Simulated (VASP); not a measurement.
Data:

```
CELL_PARAMETERS angstrom
      4.57000     0.00000     0.00000
      0.00000     4.57000     0.00000
      0.00000     0.00000     4.57000
ATOMIC_POSITIONS crystal
  Cs 0.00000 0.00000 0.00000
  I  0.50000 0.50000 0.50000
```

Computed with MS2 meta-GGA, VASP's PBE PAW potentials (set 64) (plane waves; VASP). Numerical set-up: 520 eV cut-off, 5×5×5 Γ-centred mesh, Gaussian smearing of 0.050 eV, potentials Cs_sv I.

Energy and stress use the plane-wave basis of the starting cell.

Task: The ions, cell shape and volume are relaxed. Which structure does the run end with?

Result: 
```
CELL_PARAMETERS angstrom
      4.61367     0.00000     0.00000
      0.00000     4.61367     0.00000
      0.00000     0.00000     4.61367
ATOMIC_POSITIONS crystal
  Cs 0.00000 0.00000 0.00000
  I  0.50000 0.50000 0.50000
```
Space group Pm-3m (221), at a tolerance of 0.03 Å.

Task: How do energy and volume change from the first to the last step?

Result: The energy (σ→0) changes by -1.4 meV/atom and the volume by +2.9 %, in 4 ionic steps.

The compound is CsI in the CsCl type structure. This run relaxes it. Symmetry was kept, so distortions that lower it aren't found.
